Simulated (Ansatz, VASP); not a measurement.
## MgO (Periclase): VASP beside Ansatz

One calculation is typed for both programs; each brings its own data sets. How far apart do they land? The cell is taken from a series of runs on this material, whose earlier steps may have relaxed, scaled, displaced or heated it; both programs get it as it stands.

Method: plane waves, with VASP 6.6.1 beside it; zone-centre phonons at PBEsol, in Ansatz 0.2.0.

### 1. Set-up

Symmetry: R-3m, No. 166, trigonal system. Conventional cell: a = 2.921 Å, b = 2.921 Å, c = 7.351 Å, α = 90.00°, β = 90.00°, γ = 120.00°. O has 6 Mg at 2.08 Å nearest. Nearest to Mg lie 6 O at 2.08 Å. Farther neighbours and most contacts between anions are not listed.

As a file:

```xyz
2
Lattice="0.0379 2.1032 2.1032 2.1032 0.0379 2.1032 2.1032 2.1032 0.0379" Properties=species:S:1:pos:R:3 pbc="T T T"
O     2.1222    2.1222    2.1222
Mg    0.0000    0.0000    0.0000
```

### 2. VASP: zone-centre phonons, PBEsol, pair 1

Second derivatives magnify differences that forces hide, and they need a tight electronic threshold.

Lines of VASP's logs that name or quote its potential files are left out, and so is its time.

Contents of INCAR:

```
SYSTEM = MgO
PREC = Accurate
ENCUT = 600
EDIFF = 1E-08
NELM = 120
ISMEAR = 0
SIGMA = 0.01
LREAL = .FALSE.
ALGO = Normal
GGA = PS
NBANDS = 10
LORBIT = 11
LWAVE = .FALSE.
LCHARG = .FALSE.
ISIF = 2
IBRION = 8
LEPSILON = .TRUE.
LASPH = .TRUE.
GGA_COMPAT = .FALSE.
EFERMI = MIDGAP
KPAR = 2
```

Contents of POSCAR:

```
MgO
1.0
    0.0378981585      2.1032317075      2.1032317075
    2.1032317075      0.0378981585      2.1032317075
    2.1032317075      2.1032317075      0.0378981585
O Mg
1 1
Direct
    0.5000000000      0.5000000000      0.5000000000
    0.0000000000      0.0000000000      0.0000000000
```

Contents of KPOINTS:

```
Automatic mesh
0
Gamma
12 12 12
0 0 0
```

The projector-augmented-wave data sets are O and Mg (PBE family, release 64).

Launch:

```sh
mpirun -np 2 vasp_std
```

Numbers of over 12 decimals in the logs are rounded to 6 here.

The log of the run:

```text
[banner, memory and clock lines left out]
running    2 mpi-ranks, on    1 nodes
 distrk:  each k-point on    1 cores,    2 groups
 distr:  one band on    1 cores,    1 groups

 POSCAR found type information on POSCAR O Mg
 POSCAR found :  2 types and       2 ions
|                                                                             |
|               ----> ADVICE to this user running VASP <----                  |
|                                                                             |
|     You enforced a specific xc type in the INCAR file but a different       |
|     [... a line on the potential file left out ...]
|     I HOPE YOU KNOW WHAT YOU ARE DOING!                                     |
|                                                                             |

 LDA part: xc-table for (Slater+PW92), standard interpolation
 POSCAR, INCAR and KPOINTS ok, starting setup
 FFT: planning ... GRIDC
 FFT: planning ... GRID_SOFT
 FFT: planning ... GRID
 WAVECAR not read
 entering main loop
       N       E                     dE             d eps       ncg     rms          rms(c)
DAV:   1     0.168037152720E+02    0.16804E+02   -0.50984E+03  4308   0.803E+02
DAV:   2    -0.132619088182E+02   -0.30066E+02   -0.29397E+02  4330   0.152E+02
DAV:   3    -0.138903059955E+02   -0.62840E+00   -0.62791E+00  4458   0.200E+01
DAV:   4    -0.138918098195E+02   -0.15038E-02   -0.15038E-02  4208   0.108E+00
DAV:   5    -0.138918144225E+02   -0.46030E-05   -0.46030E-05  4250   0.595E-02    0.670E+00
DAV:   6    -0.125342725537E+02    0.13575E+01   -0.76940E+00  3846   0.166E+01    0.216E+00
DAV:   7    -0.125112303013E+02    0.23042E-01   -0.40443E-02  4112   0.209E+00    0.129E+00
DAV:   8    -0.124980327915E+02    0.13198E-01   -0.20816E-02  3862   0.183E+00    0.187E-01
DAV:   9    -0.124978647016E+02    0.16809E-03   -0.19995E-04  4394   0.111E-01    0.128E-01
DAV:  10    -0.124978028218E+02    0.61880E-04   -0.35383E-04  4078   0.155E-01    0.539E-03
DAV:  11    -0.124978027437E+02    0.78097E-07   -0.33509E-06  4078   0.149E-02    0.321E-03
DAV:  12    -0.124978027064E+02    0.37300E-07   -0.90152E-08  4186   0.368E-03    0.374E-04
DAV:  13    -0.124978027073E+02   -0.94610E-09   -0.11822E-08  2276   0.810E-04
   1 F= -.12497803E+02 E0= -.12497803E+02  d E =0.000000E+00
 Linear response reoptimize wavefunctions to high precision
DAV:   1    -0.124978027052E+02    0.21686E-08   -0.18575E-10  2712   0.136E-04
DAV:   2    -0.124978027052E+02   -0.12960E-10   -0.56106E-12  2074   0.251E-05
 Linear response G [H, r] |phi>, progress :
  Direction:   1
       N       E                     dE             d eps       ncg     rms
RMM:   1    -0.318601967885E+02   -0.31860E+02    0.17109E+01  8399   0.501E+01
RMM:   2    -0.297643802706E+02    0.20958E+01   -0.67566E-01  5981   0.686E+00
RMM:   3    -0.297668904856E+02   -0.25102E-02   -0.47533E-03  6304   0.435E-01
RMM:   4    -0.297669475623E+02   -0.57077E-04   -0.41302E-05  6806   0.339E-02
RMM:   5    -0.297669478317E+02   -0.26946E-06   -0.38620E-07  6950   0.282E-03
RMM:   6    -0.297669478335E+02   -0.18240E-08   -0.13492E-07  6593   0.343E-04
RMM:   7    -0.297669478337E+02   -0.20520E-09   -0.13144E-07  5207   0.122E-04
RMM:   8    -0.297669478338E+02   -0.15319E-10   -0.13295E-07  5075   0.112E-04
RMM:   9    -0.297669478337E+02    0.77954E-10   -0.13369E-07  4880   0.112E-04
RMM:  10    -0.297669478337E+02   -0.39591E-10   -0.12653E-07  4584   0.112E-04
 Linear response G [H, r] |phi>, progress :
  Direction:   2
       N       E                     dE             d eps       ncg     rms
RMM:   1    -0.308325264305E+02   -0.30833E+02    0.14706E+01  8477   0.498E+01
RMM:   2    -0.301904646176E+02    0.64206E+00   -0.70769E-01  6046   0.710E+00
RMM:   3    -0.301937928991E+02   -0.33283E-02   -0.48869E-03  6400   0.451E-01
RMM:   4    -0.301938691276E+02   -0.76228E-04   -0.49871E-05  6904   0.354E-02
RMM:   5    -0.301938690719E+02    0.55640E-07    0.87439E-08  7011   0.302E-03
RMM:   6    -0.301938691155E+02   -0.43594E-07   -0.41349E-08  6717   0.345E-04
RMM:   7    -0.301938691142E+02    0.13312E-08   -0.20377E-08  5256   0.107E-04
 Linear response G [H, r] |phi>, progress :
  Direction:   3
       N       E                     dE             d eps       ncg     rms
RMM:   1    -0.276754471373E+02   -0.27675E+02    0.55400E+01  8309   0.494E+01
RMM:   2    -0.263479090140E+02    0.13275E+01   -0.56347E-01  5962   0.627E+00
RMM:   3    -0.263493281751E+02   -0.14192E-02   -0.30208E-03  6315   0.372E-01
RMM:   4    -0.263493687993E+02   -0.40624E-04   -0.45478E-05  6759   0.327E-02
RMM:   5    -0.263493692258E+02   -0.42651E-06   -0.29427E-07  6973   0.285E-03
RMM:   6    -0.263493692327E+02   -0.68372E-08   -0.32686E-08  6532   0.321E-04
 Linear response to external field (no local field effect), progress :
  Direction:   1
       N       E                     dE             d eps       ncg     rms          rms(c)
RMM:   1    -0.119175923818E+00   -0.11918E+00   -0.35055E-01  8528   0.169E+00
RMM:   2    -0.119121598557E+00    0.54325E-04   -0.87729E-04  5991   0.206E-01
RMM:   3    -0.119125111189E+00   -0.35126E-05   -0.26037E-06  6225   0.114E-02
RMM:   4    -0.119125125825E+00   -0.14636E-07   -0.13846E-08  6245   0.850E-04
RMM:   5    -0.119125125911E+00   -0.86252E-10   -0.12388E-10  5008   0.741E-05
[...]
dielectric tensor                  component  2 :     0.345     3.556    -0.404
 Linear response to external field (no local field effect), progress :
  Direction:   3
       N       E                     dE             d eps       ncg     rms          rms(c)
RMM:   1    -0.850842535647E-01   -0.85084E-01   -0.22459E-01  8555   0.142E+00
RMM:   2    -0.855644546034E-01   -0.48020E-03   -0.63924E-04  6010   0.173E-01
RMM:   3    -0.855671213473E-01   -0.26667E-05   -0.20621E-06  6165   0.970E-03
RMM:   4    -0.855671334666E-01   -0.12119E-07   -0.11442E-08  6156   0.738E-04
RMM:   5    -0.855671335359E-01   -0.69283E-10   -0.14444E-10  4905   0.658E-05
 change of polarisation eV/A/(eV/A) component  3 :     0.011    -0.040     0.171
 dielectric tensor                  component  3 :     0.114    -0.404     2.710
 Linear response to external field, progress :
  Direction:   1
       N       E                     dE             d eps       ncg     rms          rms(c)
RMM:   1    -0.110685006449E+00   -0.11069E+00   -0.32348E-01 21454   0.162E+00
RMM:   2    -0.110852899147E+00   -0.16789E-03   -0.84566E-04 15027   0.200E-01    0.521E-01
RMM:   3    -0.109289416302E+00    0.15635E-02   -0.10496E-03 15018   0.261E-01    0.313E-01
RMM:   4    -0.115304905639E+00   -0.60155E-02   -0.18847E-03 15067   0.369E-01    0.299E-02
RMM:   5    -0.115895525748E+00   -0.59062E-03   -0.22767E-05 15798   0.441E-02    0.563E-03
RMM:   6    -0.115964654956E+00   -0.69129E-04   -0.19522E-07 16111   0.413E-03    0.240E-03
RMM:   7    -0.115987710482E+00   -0.23056E-04   -0.61809E-08 16143   0.217E-03    0.128E-04
RMM:   8    -0.115988894442E+00   -0.11840E-05   -0.72493E-10 15480   0.205E-04    0.613E-05
RMM:   9    -0.115988839166E+00    0.55275E-07   -0.11517E-10 13113   0.859E-05    0.525E-06
 change of polarisation eV/A/(eV/A) component  1 :     0.213     0.026    -0.023
 dielectric tensor                  component  1 :     3.130     0.263    -0.234
 Linear response to external field, progress :
  Direction:   2
       N       E                     dE             d eps       ncg     rms          rms(c)
RMM:   1    -0.110692931474E+00   -0.11069E+00   -0.32356E-01 21457   0.162E+00
RMM:   2    -0.110852909987E+00   -0.15998E-03   -0.84463E-04 15028   0.200E-01    0.521E-01
RMM:   3    -0.109289410751E+00    0.15635E-02   -0.10501E-03 15016   0.261E-01    0.313E-01
RMM:   4    -0.115304949629E+00   -0.60155E-02   -0.18856E-03 15064   0.369E-01    0.299E-02
RMM:   5    -0.115895604538E+00   -0.59065E-03   -0.22768E-05 15795   0.441E-02    0.563E-03
RMM:   6    -0.115964729607E+00   -0.69125E-04   -0.19522E-07 16113   0.413E-03    0.240E-03
RMM:   7    -0.115987720578E+00   -0.22991E-04   -0.61605E-08 16138   0.217E-03    0.128E-04
RMM:   8    -0.115988959804E+00   -0.12392E-05   -0.75510E-10 15658   0.214E-04    0.668E-05
RMM:   9    -0.115988838323E+00    0.12148E-06   -0.10502E-10 13075   0.935E-05    0.480E-06
 change of polarisation eV/A/(eV/A) component  2 :     0.018     0.213    -0.015
 dielectric tensor                  component  2 :     0.176     3.130    -0.147
 Linear response to external field, progress :
  Direction:   3
       N       E                     dE             d eps       ncg     rms          rms(c)
RMM:   1    -0.110709719184E+00   -0.11071E+00   -0.32373E-01 21436   0.162E+00
RMM:   2    -0.110852895870E+00   -0.14318E-03   -0.84352E-04 15015   0.199E-01    0.521E-01
RMM:   3    -0.109289420645E+00    0.15635E-02   -0.10496E-03 15019   0.261E-01    0.313E-01
RMM:   4    -0.115304831767E+00   -0.60154E-02   -0.18843E-03 15059   0.369E-01    0.299E-02
RMM:   5    -0.115895548393E+00   -0.59072E-03   -0.22760E-05 15796   0.441E-02    0.564E-03
RMM:   6    -0.115964674748E+00   -0.69126E-04   -0.19542E-07 16099   0.413E-03    0.240E-03
RMM:   7    -0.115987714317E+00   -0.23040E-04   -0.61796E-08 16136   0.217E-03    0.128E-04
RMM:   8    -0.115988914670E+00   -0.12004E-05   -0.75145E-10 15549   0.208E-04    0.627E-05
RMM:   9    -0.115988841357E+00    0.73312E-07   -0.16600E-10 13051   0.878E-05    0.511E-06
 change of polarisation eV/A/(eV/A) component  3 :     0.026    -0.023     0.213
 dielectric tensor                  component  3 :     0.261    -0.233     3.130
 Linear response DOF=           2
 Linear response progress:
  Degree of freedom:   1/  2
       N       E                     dE             d eps       ncg     rms          rms(c)
RMM:   1    -0.354002699185E+00   -0.35400E+00    0.38710E-01 17308   0.426E+00
RMM:   2    -0.354121818898E+00   -0.11912E-03   -0.18082E-03 15091   0.354E-01    0.130E-01
RMM:   3    -0.355605435918E+00   -0.14836E-02   -0.33279E-04 14634   0.136E-01    0.708E-02
RMM:   4    -0.357814811498E+00   -0.22094E-02   -0.34431E-04 13807   0.142E-01    0.189E-02
RMM:   5    -0.357838865017E+00   -0.24054E-04   -0.44430E-06 15804   0.219E-02    0.155E-03
RMM:   6    -0.357835258692E+00    0.36063E-05   -0.56322E-08 16865   0.202E-03    0.893E-04
RMM:   7    -0.357827029753E+00    0.82289E-05   -0.65526E-09 16349   0.793E-04    0.904E-05
RMM:   8    -0.357827022169E+00    0.75840E-08   -0.60276E-10 16474   0.754E-05    0.269E-05
 first order change of Fermi-energy   0.86978E-03
 force on displaced ion       1 direction 1 :  -6.266  -0.043  -0.043
 Born effective charge ion    1 direction 1 :  -1.953  -0.007  -0.007
 Linear response progress:
  Degree of freedom:   2/  2
       N       E                     dE             d eps       ncg     rms          rms(c)
RMM:   1    -0.212009018310E-02   -0.21201E-02   -0.23783E-04 20393   0.535E-01
RMM:   2    -0.206362628087E-02    0.56464E-04   -0.16940E-04 14416   0.897E-02    0.353E-02
RMM:   3    -0.204012320470E-02    0.23503E-04   -0.17103E-05 15205   0.297E-02    0.182E-02
RMM:   4    -0.204398781114E-02   -0.38646E-05   -0.14662E-05 15190   0.272E-02    0.326E-03
RMM:   5    -0.204597625516E-02   -0.19884E-05   -0.21619E-07 15397   0.389E-03    0.334E-04
RMM:   6    -0.204617137454E-02   -0.19512E-06   -0.13810E-09 15632   0.329E-04    0.146E-04
RMM:   7    -0.204623218316E-02   -0.60809E-07   -0.46148E-10 15759   0.210E-04    0.177E-05
RMM:   8    -0.204625689094E-02   -0.24708E-07   -0.73592E-12 15959   0.121E-05    0.324E-06
RMM:   9    -0.204625788630E-02   -0.99536E-09   -0.64667E-12 14344   0.362E-06    0.432E-07
 first order change of Fermi-energy   0.58802E-04
 force on displaced ion       2 direction 1 :  -6.266  -0.039  -0.039
 Born effective charge ion    2 direction 1 :   1.953   0.007   0.007
 Born effective charges drift removed
 Linear response finished
```

Parts of OUTCAR (step 2):

```text
ion  position               nearest neighbor table
   1  0.500  0.500  0.500-   2 2.08   2 2.08   2 2.08   2 2.08   2 2.08   2 2.08
   2  0.000  0.000  0.000-   1 2.08   1 2.08   1 2.08   1 2.08   1 2.08   1 2.08

  LATTYP: Found a trigonal (rhomboedric) cell.
 ALAT       =     2.9746602329
 COS(alpha) =     0.5179349297

 Subroutine GETGRP returns: Found 12 space group operations
 (whereof 12 operations were pure point group operations)

The static configuration has the point symmetry D_3d.

 Found    189 irreducible k-points:

   k-points           NKPTS =    189   k-points in BZ     NKDIM =    189   number of bands    NBANDS=     10

   dimension x,y,z NGX =    24 NGY =   24 NGZ =   24
   dimension x,y,z NGXF=    48 NGYF=   48 NGZF=   48

   ENCUT  =  600.0 eV  44.10 Ry    6.64 a.u.   5.94  5.94  5.94*2*pi/ulx,y,z

   NELECT =       8.0000    total number of electrons

 k-points in reciprocal lattice and weights: Automatic mesh
   0.00000000  0.00000000  0.00000000       0.001
   0.08333333  0.00000000 -0.00000000       0.003
   0.16666667  0.00000000 -0.00000000       0.003
   0.25000000  0.00000000  0.00000000       0.003
   0.33333333  0.00000000  0.00000000       0.003
   0.41666667  0.00000000  0.00000000       0.003
   0.50000000  0.00000000  0.00000000       0.002
   0.08333333  0.08333333 -0.00000000       0.003
   0.16666667  0.08333333 -0.00000000       0.007
[...]
-0.41666667  0.50000000  0.41666667       0.003
   0.50000000  0.50000000  0.50000000       0.001

 average (electrostatic) potential at core
       1 -69.3274       2 -34.3257

  Total        0.5510054      0.5510054      0.5510054     -0.3215408     -0.3215408     -0.3215408
  in kB       48.7611207     48.7611207     48.7611207    -28.4546908    -28.4546908    -28.4546908
  external PRESSURE =      48.7611207 kB  Pullay stress =       0.0000000 kB

  energy-cutoff  :      600.00
  volume of cell :       18.10
      direct lattice vectors                 reciprocal lattice vectors
     0.037898159  2.103231707  2.103231707    -0.244253298  0.239929996  0.239929996
     2.103231707  0.037898159  2.103231707     0.239929996 -0.244253298  0.239929996
     2.103231707  2.103231707  0.037898159     0.239929996  0.239929996 -0.244253298

 POSITION                                       TOTAL-FORCE (eV/Angst)
 -----------------------------------------------------------------------------------
      2.12218      2.12218      2.12218         0.000000     -0.000000      0.000000
      0.00000      0.00000      0.00000        -0.000000      0.000000     -0.000000
 -----------------------------------------------------------------------------------
    total drift:                               -0.000000     -0.000000      0.000000

 MACROSCOPIC STATIC DIELECTRIC TENSOR (including local field effects in DFT)
 ------------------------------------------------------
           3.130226     0.014148     0.014148
           0.014148     3.130226     0.014148
           0.014148     0.014148     3.130226
 ------------------------------------------------------

 PIEZOELECTRIC TENSOR (including local field effects)  for field in x, y, z        (C/m^2)
          XX          YY          ZZ          XY          YZ          ZX
  --------------------------------------------------------------------------------
  x     0.00000     0.00000     0.00000     0.00000     0.00000     0.00000
  y     0.00000     0.00000     0.00000     0.00000     0.00000     0.00000
  z     0.00000     0.00000     0.00000     0.00000     0.00000     0.00000

 BORN EFFECTIVE CHARGES (including local field effects) (in |e|, cummulative output)
 ---------------------------------------------------------------------------------
 ion    1
    1    -1.95335    -0.00699    -0.00699
    2    -0.00699    -1.95335    -0.00699
    3    -0.00699    -0.00699    -1.95335
 ion    2
    1     1.95335     0.00699     0.00699
    2     0.00699     1.95335     0.00699
    3     0.00699     0.00699     1.95335

 Eigenvectors and eigenvalues of the dynamical matrix
 ----------------------------------------------------

   1 f  =   12.681590 THz    79.680779 2PiTHz  423.012303 cm-1    52.446818 meV
             X         Y         Z           dx          dy          dz
      2.122181  2.122181  2.122181     0.448464    0.448464    0.448464
      0.000000  0.000000  0.000000    -0.363612   -0.363612   -0.363612

   2 f  =   12.557152 THz    78.898911 2PiTHz  418.861492 cm-1    51.932183 meV
             X         Y         Z           dx          dy          dz
      2.122181  2.122181  2.122181     0.549037   -0.549037    0.000000
      0.000000  0.000000  0.000000    -0.445598    0.445598   -0.000000

   3 f  =   12.557152 THz    78.898911 2PiTHz  418.861492 cm-1    51.932183 meV
             X         Y         Z           dx          dy          dz
      2.122181  2.122181  2.122181     0.316987    0.316987   -0.633974
      0.000000  0.000000  0.000000    -0.257266   -0.257266    0.514533

   4 f/i=    0.001832 THz     0.011514 2PiTHz    0.061124 cm-1     0.007578 meV
             X         Y         Z           dx          dy          dz
      2.122181  2.122181  2.122181    -0.511227    0.306041    0.205186
      0.000000  0.000000  0.000000    -0.629901    0.377084    0.252817

   5 f/i=    0.001832 THz     0.011514 2PiTHz    0.061124 cm-1     0.007578 meV
             X         Y         Z           dx          dy          dz
      2.122181  2.122181  2.122181     0.058229    0.413621   -0.471850
      0.000000  0.000000  0.000000     0.071746    0.509638   -0.581383

   6 f/i=    0.004309 THz     0.027075 2PiTHz    0.143737 cm-1     0.017821 meV
             X         Y         Z           dx          dy          dz
      2.122181  2.122181  2.122181    -0.363612   -0.363612   -0.363612
      0.000000  0.000000  0.000000    -0.448464   -0.448464   -0.448464

 MACROSCOPIC STATIC DIELECTRIC TENSOR IONIC CONTRIBUTION
 ------------------------------------------------------
           6.086034     0.003900     0.003900
           0.003900     6.086034     0.003900
           0.003900     0.003900     6.086034
 ------------------------------------------------------

 ELASTIC MODULI CONTR FROM IONIC RELAXATION (kBar)
 Direction    XX          YY          ZZ          XY          YZ          ZX
 --------------------------------------------------------------------------------
 XX           0.0000      0.0000      0.0000      0.0000      0.0000      0.0000
 YY           0.0000      0.0000      0.0000      0.0000      0.0000      0.0000
 ZZ           0.0000      0.0000      0.0000      0.0000      0.0000      0.0000
 XY           0.0000      0.0000      0.0000      0.0000      0.0000      0.0000
 YZ           0.0000      0.0000      0.0000      0.0000      0.0000      0.0000
 ZX           0.0000      0.0000      0.0000      0.0000      0.0000      0.0000
 --------------------------------------------------------------------------------

 PIEZOELECTRIC TENSOR IONIC CONTR  for field in x, y, z        (C/m^2)
          XX          YY          ZZ          XY          YZ          ZX
  --------------------------------------------------------------------------------
  x     0.00000     0.00000     0.00000     0.00000     0.00000     0.00000
  y     0.00000     0.00000     0.00000     0.00000     0.00000     0.00000
  z     0.00000     0.00000     0.00000     0.00000     0.00000     0.00000
```

[end of part 1 of 2]

[Lines on the potential files, build, host, timing and source positions are cut from VASP's logs without a mark.]

[Logs are printed without paths, hosts, clocks, repeated set-up lines and the standing remarks that a program may print on its own settings, such as how far it seeks lower states.]

[Hosts, paths, dates, database ids (printed as entryN), source tags and the programs' standing remarks are cut or masked in the printed files.]
